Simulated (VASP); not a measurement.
Shape and ions are relaxed at each volume.

Input:

```cif
data_B2Zr
_chemical_formula_sum 'Zr1 B2'
_space_group_name_H-M_alt 'P 1'
_space_group_IT_number 1
_cell_length_a 3.16567
_cell_length_b 3.16567
_cell_length_c 3.54549
_cell_angle_alpha 90.000
_cell_angle_beta 90.000
_cell_angle_gamma 120.000
loop_
_space_group_symop_operation_xyz
  'x, y, z'
loop_
_atom_site_label
_atom_site_type_symbol
_atom_site_fract_x
_atom_site_fract_y
_atom_site_fract_z
_atom_site_occupancy
Zr1 Zr 0.00000 0.00000 0.00000 1
B1 B 0.33333 0.66667 0.50000 1
B2 B 0.66667 0.33333 0.50000 1
```

Level of theory: r2SCAN+rVV10, VASP's PBE PAW potentials (set 64) (plane waves; VASP). Run with 520 eV cut-off, 11×11×9 Γ-centred mesh, first-order Methfessel-Paxton smearing of 0.10 eV, potentials Zr_sv B.

Task: Give the energy at these volumes per atom, relative to the lowest: 9.64, 9.95, 10.26, 10.57, 10.87 Å³.

Result: 31.2, 7.4, 0.0, 6.7, 25.7 meV/atom. A third-order Birch-Murnaghan fit gives B0 = 245 GPa and B0′ = 3.9.

The compound is ZrB2 in the AlB2 type structure. It was relaxed first.
